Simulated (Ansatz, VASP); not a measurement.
# AlGaN2: VASP beside Ansatz, part 2 of 2

Wanted: the spread between two codes on one cell, functional and k mesh. The cell is taken from a series of runs on this material, whose earlier steps may have relaxed, scaled, displaced or heated it; both programs get it as it stands.

VASP 6.6.1 and Ansatz 0.2.0.

So far: Starting point; Ansatz: relaxation of cell and atoms, LDA; VASP: relaxation of cell and atoms, LDA; Comparison.

## Step 5: VASP: zone-centre phonons, LDA

Level of this step: LDA; plane waves and PAW (Al, Ga_d, N) (VASP).

Second derivatives magnify differences that forces hide, and they need a tight electronic threshold.

INCAR

```
SYSTEM = AlGaN2
PREC = Accurate
ENCUT = 600
EDIFF = 1E-08
NELM = 120
ISMEAR = 0
SIGMA = 0.01
LREAL = .FALSE.
ALGO = Normal
GGA = PW92
NBANDS = 19
LORBIT = 11
LWAVE = .FALSE.
LCHARG = .FALSE.
ISIF = 2
IBRION = 8
LEPSILON = .TRUE.
LASPH = .TRUE.
GGA_COMPAT = .FALSE.
EFERMI = MIDGAP
KPAR = 2
```

POSCAR

```
AlGaN2
1.0
    3.1191540341     -0.0000002863      0.0000000000
   -1.5595767691      2.7012667750      0.0000000000
    0.0000000000      0.0000000000      5.0528985471
Al Ga N
1 1 2
Direct
    0.0000000000      0.0000000000      0.9994937143
    0.6666666667      0.3333333333      0.4971805413
    0.6666666667      0.3333333333      0.1128676700
    0.0000000000      0.0000000000      0.6268580745
```

KPOINTS

```
Automatic mesh
0
Gamma
9 9 6
0 0 0
```

The projector-augmented-wave data sets are Al, Ga_d and N (LDA family, release 64).

Launch:

```bash
mpirun -np 2 vasp_std
```

Numbers of over 12 decimals in the logs are rounded to 6 here.

What it wrote:

```text
[banner, memory and clock lines left out]
running    2 mpi-ranks, on    1 nodes
[...]
[... a notice as in an earlier step ...]

 LDA part: xc-table for (Slater(with rela. corr.)+PW92), standard interpolation
 POSCAR, INCAR and KPOINTS ok, starting setup
[...]
entering main loop
       N       E                     dE             d eps       ncg     rms          rms(c)
DAV:   1     0.205053425493E+03    0.20505E+03   -0.13805E+04  2433   0.223E+03
DAV:   2    -0.102932618001E+02   -0.21535E+03   -0.20413E+03  2611   0.484E+02
DAV:   3    -0.344085800768E+02   -0.24115E+02   -0.23823E+02  2700   0.127E+02
DAV:   4    -0.351315930764E+02   -0.72301E+00   -0.72109E+00  3259   0.225E+01
[...]
DAV:  14    -0.303632592303E+02    0.66089E-06   -0.32213E-06  3275   0.280E-02    0.213E-03
DAV:  15    -0.303632592545E+02   -0.24201E-07   -0.31572E-07  2724   0.432E-03    0.835E-04
DAV:  16    -0.303632592515E+02    0.29659E-08   -0.10256E-08  1762   0.928E-04
   1 F= -.30363259E+02 E0= -.30363259E+02  d E =0.000000E+00
[...]
RMM:  11    -0.230981812616E+00    0.46168E-08   -0.32179E-08 20984   0.116E-04    0.197E-06
 first order change of Fermi-energy  -0.49532E+00
 force on displaced ion       4 direction 1 : -15.057  -0.000   0.000
 Born effective charge ion    4 direction 1 :  -2.631   0.000   0.000
 Linear response progress:
  Degree of freedom:   8/  8
       N       E                     dE             d eps       ncg     rms          rms(c)
RMM:   1    -0.250268031011E+00   -0.25027E+00    0.19270E-01  5554   0.329E+00
RMM:   2    -0.247793712772E+00    0.24743E-02   -0.85225E-03  4265   0.755E-01    0.174E-01
RMM:   3    -0.248308266070E+00   -0.51455E-03   -0.22457E-03  4688   0.315E-01    0.811E-02
RMM:   4    -0.249396740275E+00   -0.10885E-02   -0.72404E-04  4816   0.147E-01    0.237E-02
[...]
RMM:  11    -0.249642238225E+00   -0.57799E-07   -0.34745E-08  5030   0.168E-04    0.195E-05
RMM:  12    -0.249642222300E+00    0.15924E-07   -0.10796E-08  5119   0.138E-04    0.557E-06
RMM:  13    -0.249642219720E+00    0.25798E-08    0.12858E-08  5115   0.124E-04    0.940E-07
 first order change of Fermi-energy  -0.24044E+00
 force on displaced ion       4 direction 3 :   0.000   0.000 -20.623
 Born effective charge ion    4 direction 3 :  -0.000  -0.000  -2.656
 Born effective charges drift removed
 Linear response finished
```

From OUTCAR (step 5):

```text
 POSITION                                       TOTAL-FORCE (eV/Angst)
 -----------------------------------------------------------------------------------
      0.00000      0.00000      5.05034         0.000000     -0.000000     -0.002662
      1.55958      0.90042      2.51220        -0.000000      0.000000      0.000060
      1.55958      0.90042      0.57031         0.000000      0.000000     -0.020719
      0.00000      0.00000      3.16745         0.000000     -0.000000      0.023321
 -----------------------------------------------------------------------------------
    total drift:                               -0.000000      0.000000      0.000538

 MACROSCOPIC STATIC DIELECTRIC TENSOR (including local field effects in DFT)
 ------------------------------------------------------
           4.948487     0.000000     0.000000
           0.000000     4.948487     0.000000
           0.000000     0.000000     5.103045
 ------------------------------------------------------

 MACROSCOPIC STATIC DIELECTRIC TENSOR IONIC CONTRIBUTION
 ------------------------------------------------------
           3.769827     0.000000    -0.000000
           0.000000     3.769827    -0.000000
          -0.000000    -0.000000     4.687713
 ------------------------------------------------------

[... 1 part as in an earlier step ...]
```

## Step 6: Ansatz: zone-centre phonons, LDA

The same cell, functional (in two slightly different forms) and mesh now go to Ansatz, which takes its cutoff from its data sets.

The cell is taken from a series of runs on this material, whose earlier steps may have relaxed, scaled, displaced or heated it; both programs get it as it stands.

input.yaml

```yaml
crystal:
  lattice:
    - [3.1191540341, -2.863e-07, 0.0]
    - [-1.5595767691, 2.701266775, 0.0]
    - [0.0, 0.0, 5.0528985471]
  atoms:
    - { symbol: Al, position: [0.0, 0.0, 0.9994937143] }
    - { symbol: Ga, position: [0.6666666667, 0.3333333333, 0.4971805413] }
    - { symbol: "N", position: [0.6666666667, 0.3333333333, 0.11286767] }
    - { symbol: "N", position: [0.0, 0.0, 0.6268580745] }
kpoints:
  mp_grid: { grid: [9, 9, 6] }
hamiltonian:
  xc: lda
scf:
  occupations: { method: fixed }
output:
  eigenvalues: true
phonons:
  method: dfpt
  dielectric: true
  rigid_motions: translations
```

Launch:

```bash
ansatz run input.yaml --threads 2 --pin off --max-ram 5120MiB --backend cpu --events-out ev --progress --plain --runs-dir out
```

What it wrote:

```text
[...]
Crystal: 4 atoms, lattice volume = 42.574 Å³
Basis set: ecut = 420 eV, 833 PW (Γ), exchange–correlation on 48×48×72 points (8 copies of the dense FFT grid, shifted against one another)
Bands: 17, of which v1, the nominal top of the filled ones, is band 13 counted from 1 (12 counted from 0)
Symmetry: 6 space group operations
k-points: 140 of 486 (irreducible under 2 space group operations, time reversal used)
[...]
optical modes at Γ + LO–TO along q̂ = [1.0000, 0.0000, 0.0000]:
      ω (cm⁻¹)  modes    IR ((D/Å)²/amu)
[...]
optical modes at Γ + LO–TO along q̂ = [0.0000, 1.0000, 0.0000]:
      ω (cm⁻¹)  modes    IR ((D/Å)²/amu)
[...]
optical modes at Γ + LO–TO along q̂ = [0.0000, 0.0000, 1.0000]:
      ω (cm⁻¹)  modes    IR ((D/Å)²/amu)
[...]
578.26      2            26.0435
        652.92      2            32.1475
        709.99      1             0.6331
        828.37      1            31.9618
[key lines of the parts left out:]
SCF converged after 9 iterations
Free energy (F): -4971.921737 eV
Fermi energy:    8.549085 eV
```

## Step 7: Comparison

What differs besides the data sets and the points named for the pairs above, as far as they apply: VASP's response is taken on the typed mesh, Ansatz refines its own for the field response alone. Total energies have different zeros and are not compared.

The two programs side by side:

| quantity | Ansatz | VASP | difference |
| --- | --- | --- | --- |
| ε∞ xx | 4.97 | 4.95 | +0.50 % |
| ε∞ yy | 4.97 | 4.95 | +0.50 % |
| ε∞ zz | 5.14 | 5.10 | +0.64 % |
| Born charge of Al1 (mean of the diagonal) (e) | 2.62 | 2.60 | +0.02 |
| Born charge of Ga2 (mean of the diagonal) (e) | 2.58 | 2.58 | 0.00 |
| Born charge of N3 (mean of the diagonal) (e) | -2.55 | -2.54 | -0.01 |
| optical mode 1 to 2 (cm⁻¹) | 185.1 | 184.8 | +0.19 % |
| optical mode 3 (cm⁻¹) | 424.7 | 427.0 | -0.54 % |
| optical mode 4 to 5 (cm⁻¹) | 578.3 | 582.7 | -0.76 % |
| optical mode 6 (cm⁻¹) | 605.0 | 609.7 | -0.78 % |
| optical mode 7 to 8 (cm⁻¹) | 652.9 | 658.9 | -0.91 % |
| optical mode 9 (cm⁻¹) | 715.5 | 719.7 | -0.58 % |

Modes are paired by rising frequency, not by their patterns, so a pair may set unlike modes beside each other; they are those without the splitting of longitudinal modes.

## Step 8: What came out

```json
{
 "difference in volume (relaxation of cell and atoms, LDA)": "-0.25 %",
 "r.m.s. difference of the optical zone-centre modes, each program's sorted by frequency (zone-centre phonons, LDA)": "4.2 cm⁻¹",
 "difference in optical mode 7 to 8 (zone-centre phonons, LDA)": "-0.9 %"
}
```

What this shows: The difference in volume is -0.25 % (relaxation of cell and atoms, LDA), within the 1.2 % picked in this series as the mark of a large difference, as far as the stopping tolerances let one tell. Among the rows given in per cent, the largest difference of the zone-centre phonons, LDA pair is in optical mode 7 to 8, -0.9 %. 1 further run of this series is not shown here. Such differences can come from data sets, numerical settings and the points named under the comparisons, not from the functional's error against experiment.

[Lines on the potential files, build, host, timing and source positions are cut from VASP's logs without a mark.]

[Logs are printed without paths, hosts, clocks, repeated set-up lines and the standing remarks that a program may print on its own settings, such as how far it seeks lower states.]

[Hosts, paths, dates, database ids (printed as entryN), source tags and the programs' standing remarks are cut or masked in the printed files.]
